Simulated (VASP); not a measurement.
Data:

```xyz
4
Lattice="0.0000 4.1547 4.1547 4.1547 0.0000 4.1547 4.1547 4.1547 0.0000" Properties=species:S:1:pos:R:3 pbc="T T T"
B      0.0000     0.0000     0.0000
Y      4.1547     4.1547     4.1547
Y      2.0773     2.0773     2.0773
Y      6.2320     6.2320     6.2320
```

Level of theory: PBE GGA, VASP's PBE PAW potentials (set 64) (plane waves; VASP 6.6.1). Run with 400 eV cut-off, 6×6×6 Γ-centred mesh, Fermi-Dirac smearing of 0.14 eV, potentials B Y_sv.

At this cut-off the stress carries a Pulay error, which pulls relaxed volumes low.

Q: Give the stress tensor in GPa (positive for a compressed cell).

A: 
```
-9.10   0.00   0.00
 0.00  -9.10   0.00
 0.00   0.00  -9.10
```
The pressure is its mean diagonal, -9.10 GPa.

The structure was generated: Y3B was put into an ordered model structure, which need not be its known phase. The cell was not relaxed at this level. VASP warned that the highest band is occupied, so more bands are needed.
